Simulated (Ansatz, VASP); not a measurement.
**SmAg in two plane-wave programs**

Aim: how closely do two programs agree when they are given the same cell, functional and k mesh?

Main program and level: Ansatz 0.2.0; plane waves, with VASP 6.6.1 beside it; single point at PBEsol.

In doubt: a part-filled 4f shell, where there is one, can sit in one of many states, so energies may not be the lowest and differences between runs may mislead; derivatives with an open 4f shell can jump between states, which bears on forces and vibrations.

## Step 1: Starting point

Symmetry: Pm-3m, No. 221, cubic system. Conventional cell: a = 3.673 Å, b = 3.673 Å, c = 3.673 Å, α = 90.00°, β = 90.00°, γ = 90.00°. Nearest to Sm lie 8 Ag at 3.18 Å. Ag has 8 Sm at 3.18 Å nearest. Farther neighbours are not listed.

Structure file:

```cif
data_structure
_symmetry_space_group_name_H-M 'P 1'
_symmetry_Int_Tables_number 1
_cell_length_a 3.6730
_cell_length_b 3.6730
_cell_length_c 3.6730
_cell_angle_alpha 90.000
_cell_angle_beta 90.000
_cell_angle_gamma 90.000
_cell_volume 49.55
loop_
_atom_site_label
_atom_site_type_symbol
_atom_site_fract_x
_atom_site_fract_y
_atom_site_fract_z
_atom_site_occupancy
Sm1 Sm 0.50000 0.50000 0.50000 1
Ag2 Ag 0.00000 0.00000 0.00000 1
```

## Step 2: VASP: single point, PBEsol

A single point gives forces, pressure and levels at one fixed geometry, so differences don't come from the geometry; what else differs is listed under the comparison.

Lines of VASP's logs that name or quote its potential files are left out, and so is its time.

INCAR reads:

```
SYSTEM = SmAg
PREC = Accurate
ENCUT = 410
EDIFF = 1E-06
NELM = 150
ISMEAR = 0
SIGMA = 0.05
LREAL = .FALSE.
ALGO = Normal
GGA = PS
NBANDS = 21
ISPIN = 2
MAGMOM = 0 0
LMAXMIX = 6
AMIX = 0.2
BMIX = 1E-04
AMIX_MAG = 0.8
BMIX_MAG = 1E-04
LORBIT = 11
LWAVE = .FALSE.
LCHARG = .FALSE.
KPAR = 2
NUPDOWN = 0
```

POSCAR reads:

```
SmAg
1.0
    3.6730000000      0.0000000000      0.0000000000
    0.0000000000      3.6730000000      0.0000000000
    0.0000000000      0.0000000000      3.6730000000
Sm Ag
1 1
Direct
    0.5000000000      0.5000000000      0.5000000000
    0.0000000000      0.0000000000      0.0000000000
```

KPOINTS reads:

```
Automatic mesh
0
Gamma
7 7 7
0 0 0
```

The projector-augmented-wave data sets are Sm and Ag (PBE family, release 64).

Started as:

```console
> mpirun -np 2 vasp_std
```

Numbers of over 12 decimals in the logs are rounded to 6 here.

Log:

```text
[banner, memory and clock lines left out]
running    2 mpi-ranks, on    1 nodes
 distrk:  each k-point on    1 cores,    2 groups
 distr:  one band on    1 cores,    1 groups

 POSCAR found type information on POSCAR SmAg
 POSCAR found :  2 types and       2 ions
|                                                                             |
|               ----> ADVICE to this user running VASP <----                  |
|                                                                             |
|     You enforced a specific xc type in the INCAR file but a different       |
|     [... a line on the potential file left out ...]
|     I HOPE YOU KNOW WHAT YOU ARE DOING!                                     |
|                                                                             |

 LDA part: xc-table for (Slater+PW92), standard interpolation
 POSCAR, INCAR and KPOINTS ok, starting setup
 FFT: planning ... GRIDC
 FFT: planning ... GRID_SOFT
 FFT: planning ... GRID
 WAVECAR not read
 entering main loop
       N       E                     dE             d eps       ncg     rms          rms(c)
DAV:   1     0.143380889085E+03    0.14338E+03   -0.93000E+03  2264   0.403E+03
DAV:   2     0.951181872822E+01   -0.13387E+03   -0.12031E+03  2276   0.341E+02
DAV:   3    -0.809389899021E+01   -0.17606E+02   -0.16670E+02  2828   0.112E+02
DAV:   4    -0.956598221143E+01   -0.14721E+01   -0.13552E+01  3174   0.244E+01
DAV:   5    -0.966026392985E+01   -0.94282E-01   -0.90748E-01  2923   0.597E+00    0.312E+01
DAV:   6    -0.102969951277E+02   -0.63673E+00   -0.25098E+01  2304   0.614E+01    0.269E+01
DAV:   7    -0.887573651910E+01    0.14213E+01   -0.54976E+00  2260   0.658E+01    0.243E+01
DAV:   8    -0.855913137276E+01    0.31661E+00   -0.20379E+00  2507   0.191E+01    0.910E+00
DAV:   9    -0.856945963412E+01   -0.10328E-01   -0.22667E-01  2581   0.704E+00    0.758E+00
DAV:  10    -0.867059477003E+01   -0.10114E+00   -0.75206E-01  3022   0.610E+00    0.371E+00
DAV:  11    -0.889844184859E+01   -0.22785E+00   -0.18185E-01  2853   0.342E+00    0.379E+00
DAV:  12    -0.867002784763E+01    0.22841E+00   -0.75307E+00  2330   0.101E+01    0.577E+00
DAV:  13    -0.921131424154E+01   -0.54129E+00   -0.20026E-01  2635   0.489E+00    0.478E+00
DAV:  14    -0.936684913644E+01   -0.15553E+00   -0.27703E-02  2860   0.233E+00    0.449E+00
[...]
DAV:  69    -0.937585898908E+01   -0.60604E-03   -0.94801E-04  2390   0.447E-01    0.328E-01
DAV:  70    -0.937580423895E+01    0.54750E-04   -0.12075E-04  2953   0.135E-01    0.336E-01
DAV:  71    -0.937568316170E+01    0.12108E-03   -0.48375E-04  2616   0.179E-01    0.327E-01
DAV:  72    -0.937576049522E+01   -0.77334E-04   -0.37799E-05  2676   0.853E-02    0.296E-01
DAV:  73    -0.937577640248E+01   -0.15907E-04   -0.21269E-05  2953   0.745E-02    0.268E-01
DAV:  74    -0.937576958848E+01    0.68140E-05   -0.81818E-06  1718   0.228E-02    0.252E-01
DAV:  75    -0.937576741141E+01    0.21771E-05   -0.20356E-05  1655   0.427E-02    0.208E-01
DAV:  76    -0.937576806951E+01   -0.65810E-06   -0.33380E-06  1490   0.299E-02
   1 F= -.93757681E+01 E0= -.93637635E+01  d E =-.240091E-01  mag=    -0.0000
```

OUTCAR, selected parts (step 2):

```text
ion  position               nearest neighbor table
   1  0.500  0.500  0.500-   2 3.18   2 3.18   2 3.18   2 3.18   2 3.18   2 3.18   2 3.18   2 3.18

  LATTYP: Found a simple cubic cell.
 ALAT       =     3.6730000000

 Subroutine GETGRP returns: Found 48 space group operations
 (whereof 48 operations were pure point group operations)

The static configuration has the point symmetry O_h .

 Found     20 irreducible k-points:

   k-points           NKPTS =     20   k-points in BZ     NKDIM =     20   number of bands    NBANDS=     21

   dimension x,y,z NGX =    24 NGY =   24 NGZ =   24
   dimension x,y,z NGXF=    48 NGYF=   48 NGZF=   48

   ENCUT  =  410.0 eV  30.13 Ry    5.49 a.u.   6.06  6.06  6.06*2*pi/ulx,y,z

   NELECT =      27.0000    total number of electrons

 k-points in reciprocal lattice and weights: Automatic mesh
   0.00000000  0.00000000  0.00000000       0.003
   0.14285714  0.00000000  0.00000000       0.017
   0.28571429  0.00000000  0.00000000       0.017
   0.42857143  0.00000000  0.00000000       0.017
   0.14285714  0.14285714  0.00000000       0.035
   0.28571429  0.14285714  0.00000000       0.070
   0.42857143  0.14285714  0.00000000       0.070
   0.28571429  0.28571429  0.00000000       0.035
   0.42857143  0.28571429  0.00000000       0.070
[...]
0.42857143  0.42857143  0.28571429       0.070
   0.42857143  0.42857143  0.42857143       0.023

 average (electrostatic) potential at core
       1 -40.2879       2 -74.3995

 E-fermi :   5.1886

 spin component 1
 k-point     1 :       0.0000    0.0000    0.0000
  band No.  band energies     occupation
    ...
      9       0.4094      1.00000
     10       0.4094      1.00000
     11       5.0214      0.93733
     12       5.0214      0.93733
     13       5.0214      0.93733
     14       5.0862      0.38249
     15       5.8923      0.00000
     16       5.8923      0.00000
     17       5.9670      0.00000
     18       5.9670      0.00000
    ...

 k-point     2 :       0.1429    0.0000    0.0000
  band No.  band energies     occupation
    ...
      9       0.3943      1.00000
     10       0.4192      1.00000
     11       4.9777      0.99719
     12       5.0401      0.84225
     13       5.0401      0.84225
     14       5.0945      0.29661
     15       5.8307      0.00000
     16       5.9289      0.00000
     17       5.9711      0.00000
     18       5.9839      0.00000
    ...

 k-point     3 :       0.2857    0.0000    0.0000
  band No.  band energies     occupation
    ...
      7       0.3631      1.00000
      8       0.3631      1.00000
      9       0.4414      1.00000
     10       0.5556      1.00000
     11       4.8249      1.00000
     12       5.0939      0.30242
     13       5.0939      0.30242
     14       5.1138      0.13982
     15       5.4367      0.00000
     16       5.6949      0.00000
    ...

 k-point     4 :       0.4286    0.0000    0.0000
  band No.  band energies     occupation
    ...
      8       0.3406      1.00000
      9       0.4593      1.00000
     10       1.9218      1.00000
     11       3.6610      1.00000
     12       5.0620      0.64943
     13       5.1300      0.06196
     14       5.1560      0.01148
     15       5.1560      0.01148
     16       5.5808      0.00000
     17       5.9681      0.00000
    ...

 k-point     5 :       0.1429    0.1429    0.0000
  band No.  band energies     occupation
    ...
      9       0.4357      1.00000
     10       0.4375      1.00000
     11       4.9741      0.99795
     12       5.0061      0.97540
     13       5.0456      0.80209
     14       5.1096      0.16837
     15       5.8499      0.00000
     16       5.9668      0.00000
     17       5.9794      0.00000
     18       6.0004      0.00000
    ...

 k-point     6 :       0.2857    0.1429    0.0000
  band No.  band energies     occupation
    ...
      9       0.4264      1.00000
     10       0.9878      1.00000
     11       4.8360      1.00000
     12       5.0290      0.90641
     13       5.0643      0.62541
     14       5.1420      0.03023
     15       5.4325      0.00000
     16       5.9260      0.00000
     17       5.9819      0.00000
     18       6.0398      0.00000
    ...

  Total       -0.6365138     -0.6365138     -0.6365138     -0.0000000      0.0000000     -0.0000000
  in kB      -20.5804870    -20.5804870    -20.5804870     -0.0000000      0.0000000     -0.0000000
  external PRESSURE =     -20.5804870 kB  Pullay stress =       0.0000000 kB

  energy-cutoff  :      410.00
  volume of cell :       49.55
      direct lattice vectors                 reciprocal lattice vectors
     3.673000000  0.000000000  0.000000000     0.272257011  0.000000000  0.000000000
     0.000000000  3.673000000  0.000000000     0.000000000  0.272257011  0.000000000
     0.000000000  0.000000000  3.673000000     0.000000000  0.000000000  0.272257011

 POSITION                                       TOTAL-FORCE (eV/Angst)
 -----------------------------------------------------------------------------------
      1.83650      1.83650      1.83650         0.000000      0.000000      0.000000
      0.00000      0.00000      0.00000         0.000000      0.000000      0.000000
 -----------------------------------------------------------------------------------
    total drift:                                0.000000      0.000000     -0.000000

  FREE ENERGIE OF THE ION-ELECTRON SYSTEM (eV)
  ---------------------------------------------------
  free  energy   TOTEN  =        -9.3757680695 eV

  energy  without entropy=       -9.3517589865  energy(sigma->0) =       -9.36376353

 total charge
# of ion       s       p       d       f       tot
--------------------------------------------------
    1        2.047   5.565   0.439   5.386  13.437
    2        0.577   0.270   9.057   0.000   9.903
--------------------------------------------------
tot          2.624   5.835   9.496   5.386  23.341

 magnetization (x)
# of ion       s       p       d       f       tot
--------------------------------------------------
    1        0.002   0.001   0.018  -0.067  -0.045
    2        0.004   0.010  -0.016   0.000  -0.003
--------------------------------------------------
tot          0.006   0.011   0.001  -0.067  -0.048

[... 6 further parts left out ...]
```

This run allows spin, but its moments start at zero, where symmetry between the spins tends to hold them, although Sm can carry a moment. Its electron count is odd, so without a moment it is a metal by construction. Without U or exact exchange the f electrons of Sm come out too delocalised, which can shrink the cell and pin f bands at the Fermi level.

(Part 1 of 2 ends here.)

[Lines on the potential files, build, host, timing and source positions are cut from VASP's logs without a mark.]

[Logs are printed without paths, hosts, clocks, repeated set-up lines and the standing remarks that a program may print on its own settings, such as how far it seeks lower states.]

[Hosts, paths, dates, database ids (printed as entryN), source tags and the programs' standing remarks are cut or masked in the printed files.]
